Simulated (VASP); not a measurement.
Data:

```xyz
2
Lattice="3.2895 0.0000 0.0000 0.0000 3.2895 0.0000 0.0000 0.0000 3.2895" Properties=species:S:1:pos:R:3 pbc="T T T"
In     1.6448     1.6448     1.6448
Pd     0.0000     0.0000     0.0000
```

The numbers are results of SCAN meta-GGA, VASP's PBE PAW potentials (set 64) (plane waves; VASP), not measurements. Settings: 520 eV cut-off, 11×11×11 Γ-centred mesh, first-order Methfessel-Paxton smearing of 0.10 eV, potentials In_d Pd.

Unless said otherwise, spin-orbit coupling is left out, though it shifts the bands of the heavy elements here.

Q: What does the run give for the energy per atom (σ→0), pressure, band gap (on the k-mesh) with the smallest direct gap where there is one?

A: 
```json
{
 "band gap (on the k-mesh)": "none (metal, semimetal or under 0.01 eV)",
 "energy per atom (σ→0)": "-33.584 eV/atom",
 "pressure": "-3.89 GPa"
}
```

Total energies compare only between runs with the same potentials, cut-off and functional.

The compound is PdIn in the CsCl type structure. This cell is one point of a volume scan, at 1.03 of the reference volume. The electron count is odd and the run is not spin-polarised, which forces a metal.
